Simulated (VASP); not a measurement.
Input:

```
CSi
1.0
    0.00000     2.19724     2.19724
    2.19724     0.00000     2.19724
    2.19724     2.19724     0.00000
Si C
1 1
Direct
  0.00000   0.00000   0.00000
  0.25000   0.25000   0.25000
```

Level of theory: r2SCAN+rVV10, VASP's PBE PAW potentials (set 64) (plane waves; VASP). Numerical set-up: 520 eV cut-off, 10×10×10 Γ-centred mesh, Gaussian smearing of 0.050 eV, potentials Si C.

Give the stress tensor in GPa (positive for a compressed cell).

```
-6.39   0.00   0.00
 0.00  -6.39   0.00
 0.00   0.00  -6.39
```
The pressure is its mean diagonal, -6.39 GPa.

The compound is SiC in the zinc blende structure. This cell is one point of a volume scan, at 1.03 of the reference volume.
